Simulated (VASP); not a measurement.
All values below come from revTPSS meta-GGA, VASP's PBE PAW potentials (set 64) (plane waves; VASP).

VASP ran on this input.

### POSCAR
```
Ni
1
    0.0000000000     1.7109631764     1.7109631764
    1.7109631764     0.0000000000     1.7109631764
    1.7109631764     1.7109631764     0.0000000000
Ni
1
Direct
  0.0000000000   0.0000000000   0.0000000000
```

File KPOINTS:
```
K-points
0
Gamma
18 18 18
0 0 0
```

INCAR:
```
LREAL = F
MAGMOM = 0.6
METAGGA = RTPSS
SYSTEM = Ni
ENCUT = 520
ISIF = 2   ! forces and stress, cell fixed
ALGO = Normal   ! blocked Davidson
EDIFF = 1E-7
ISPIN = 2
LASPH = T   ! aspherical one-centre terms
PREC = Accurate
LMAXMIX = 4
ISMEAR = 1   ! Methfessel-Paxton
SIGMA = 0.1
LORBIT = 10
LWAVE = F
LMIXTAU = T
NELM = 100   ! most electronic steps
LCHARG = F
```

POTCAR, in this order: Ni (PBE.64 set). Program: vasp_std.

The run wrote:

OSZICAR:
```
       N       E                     dE             d eps       ncg     rms          rms(c)
DAV:   1     0.509966254153E+02    0.50997E+02   -0.62861E+03  7202   0.198E+03
DAV:   2     0.901501614648E+01   -0.41982E+02   -0.40823E+02  7943   0.267E+02
DAV:   3     0.703371146488E+01   -0.19813E+01   -0.19248E+01  9735   0.763E+01
DAV:   4     0.700862944278E+01   -0.25082E-01   -0.25070E-01 10487   0.852E+00
DAV:   5     0.700823909871E+01   -0.39034E-03   -0.39032E-03 10098   0.834E-01    0.934E+00
DAV:   6    -0.195967302584E+01   -0.89679E+01   -0.16185E+01  7036   0.517E+01    0.583E+00
DAV:   7    -0.193095759125E+01    0.28715E-01   -0.66157E-02  8070   0.341E+00    0.540E+00
DAV:   8    -0.171070107659E+01    0.22026E+00   -0.14220E+00  8062   0.151E+01    0.178E+00
DAV:   9    -0.171297331725E+01   -0.22722E-02   -0.71942E-02  7662   0.428E+00    0.882E-01
DAV:  10    -0.171095703642E+01    0.20163E-02   -0.16304E-02  8132   0.139E+00    0.311E-01
DAV:  11    -0.171133787859E+01   -0.38084E-03   -0.52448E-03  7632   0.834E-01    0.788E-02
DAV:  12    -0.171134956117E+01   -0.11683E-04   -0.19122E-04  8673   0.225E-01    0.272E-02
DAV:  13    -0.171135984008E+01   -0.10279E-04   -0.83985E-05  8516   0.133E-01    0.230E-02
DAV:  14    -0.171135134513E+01    0.84949E-05   -0.21083E-05  7761   0.639E-02    0.954E-03
DAV:  15    -0.171135171377E+01   -0.36865E-06   -0.87904E-06  8349   0.319E-02    0.469E-03
DAV:  16    -0.171135161718E+01    0.96591E-07   -0.12740E-06  7752   0.134E-02    0.102E-03
DAV:  17    -0.171135166430E+01   -0.47114E-07   -0.76396E-09  3676   0.171E-03
   1 F= -.17113517E+01 E0= -.17115746E+01  d E =0.668767E-03  mag=     0.6188
```

**OUTCAR**
```
------------------------ aborting loop because EDIFF is reached ----------------------------------------
  FORCE on cell =-STRESS in cart. coord.  units (eV):
  Direction    XX          YY          ZZ          XY          YZ          ZX
  --------------------------------------------------------------------------------------
  Total        0.5064562      0.5064562      0.5064562     -0.0000000      0.0000000     -0.0000000
  in kB       81.0028823     81.0028823     81.0028823     -0.0000000      0.0000000     -0.0000000
  external PRESSURE =      81.0028823 kB  Pullay stress =       0.0000000 kB
  volume of cell :       10.02
      direct lattice vectors                 reciprocal lattice vectors
     0.000000000  1.710963176  1.710963176    -0.292233057  0.292233057  0.292233057
     1.710963176  0.000000000  1.710963176     0.292233057 -0.292233057  0.292233057
     1.710963176  1.710963176  0.000000000     0.292233057  0.292233057 -0.292233057
 POSITION                                       TOTAL-FORCE (eV/Angst)
 -----------------------------------------------------------------------------------
      0.00000      0.00000      0.00000         0.000000      0.000000      0.000000
 -----------------------------------------------------------------------------------
    total drift:                               -0.000000      0.000000      0.000000
  FREE ENERGIE OF THE ION-ELECTRON SYSTEM (eV)
  ---------------------------------------------------
  free  energy   TOTEN  =        -1.7113516643 eV

  energy  without entropy=       -1.7120204310  energy(sigma->0) =       -1.71157459

 total charge

# of ion       s       p       d       tot
------------------------------------------
    1        0.526   0.581   8.340   9.448

 magnetization (x)

# of ion       s       p       d       tot
------------------------------------------
    1       -0.008  -0.027   0.659   0.624
```
(Selected blocks of OUTCAR.)

File OUTCAR:
```
 val. band max:       10.5218324957   @ k =   0.4444   0.2222   0.0556

 cond. band min:      10.5439188552   @ k =   0.3889   0.1111   0.0000


 Fermi energy:        10.5389030353

 spin component 1

 k-point     1 :       0.0000    0.0000    0.0000
  band No.  band energies     occupation
      1       0.8160      1.00000
      2       7.7878      1.00000
      3       7.7878      1.00000
      4       7.7878      1.00000
      5       9.1494      1.00000
      6       9.1494      1.00000
      7      35.0082      0.00000
      8      39.5247      0.00000
      9      39.5247      0.00000

 k-point     2 :       0.0556    0.0000    0.0000
  band No.  band energies     occupation
      1       0.9447      1.00000
      2       7.7515      1.00000
      3       7.8186      1.00000
      4       7.8187      1.00000
      5       9.1357      1.00000
      6       9.1357      1.00000
      7      34.6679      0.00000
      8      37.8269      0.00000
      9      39.2327      0.00000

 k-point     3 :       0.1111    0.0000    0.0000
  band No.  band energies     occupation
      1       1.3244      1.00000
      2       7.6533      1.00000
      3       7.8999      1.00000
      4       7.8999      1.00000
      5       9.1056      1.00000
      6       9.1056      1.00000
      7      32.9424      0.00000
      8      36.3792      0.00000
      9      38.6525      0.00000

 k-point     4 :       0.1667    0.0000    0.0000
  band No.  band energies     occupation
      1       1.9341      1.00000
      2       7.5252      1.00000
      3       7.9955      1.00000
      4       7.9955      1.00000
      5       9.0937      1.00000
      6       9.0938      1.00000
      7      30.1331      0.00000
      8      35.8495      0.00000
      9      38.0779      0.00000

 k-point     5 :       0.2222    0.0000    0.0000
  band No.  band energies     occupation
      1       2.7282      1.00000
...
```

The compound is Ni in the fcc structure. This cell is one point of a volume scan, at 0.97 of the reference volume.
